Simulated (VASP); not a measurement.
Given:

```
HfZrC2
1.0
    0.00000     2.31865     2.31865
    2.31865     0.00000     2.31865
    9.28026     9.28026    -0.00568
Zr C Hf
2 4 2
Direct
  0.00188   0.00188   0.99859
  0.99812   0.99812   0.25141
  0.50000   0.50000   0.12500
  0.49558   0.49558   0.37832
  0.50000   0.50000   0.62500
  0.50442   0.50442   0.87168
  0.99811   0.99811   0.50142
  0.00189   0.00189   0.74858
```

Calculation: PBEsol GGA, VASP's PBE PAW potentials (set 64) (plane waves; VASP). Numerical set-up: 520 eV cut-off, 13×13×4 Γ-centred mesh, tetrahedra with Blöchl corrections, potentials Zr_sv C Hf_pv.

The cores are frozen, which limits the accuracy of field gradients.

Question: Give the principal components of the electric field gradient (V/Å²) and the asymmetry η at each nucleus.

Answer: 
```json
[
 {"atom": "Zr1", "Vxx": "-0.2", "Vyy": "-0.2", "Vzz": "0.3", "η": "-"},
 {"atom": "Zr2", "Vxx": "-0.2", "Vyy": "-0.2", "Vzz": "0.3", "η": "-"},
 {"atom": "C3", "Vxx": "-0.1", "Vyy": "-0.1", "Vzz": "0.1", "η": "-"},
 {"atom": "C4", "Vxx": "-0.2", "Vyy": "-0.2", "Vzz": "0.4", "η": "-"},
 {"atom": "C5", "Vxx": "-0.2", "Vyy": "-0.2", "Vzz": "0.5", "η": "-"},
 {"atom": "C6", "Vxx": "-0.2", "Vyy": "-0.2", "Vzz": "0.4", "η": "-"},
 {"atom": "Hf7", "Vxx": "-1.9", "Vyy": "-1.9", "Vzz": "3.8", "η": "0.00"},
 {"atom": "Hf8", "Vxx": "-1.9", "Vyy": "-1.9", "Vzz": "3.8", "η": "0.00"}
]
```

The structure was generated: Hf2Zr2C4 was put into an ordered model structure (R-3m), which need not be its known phase. It was relaxed first.
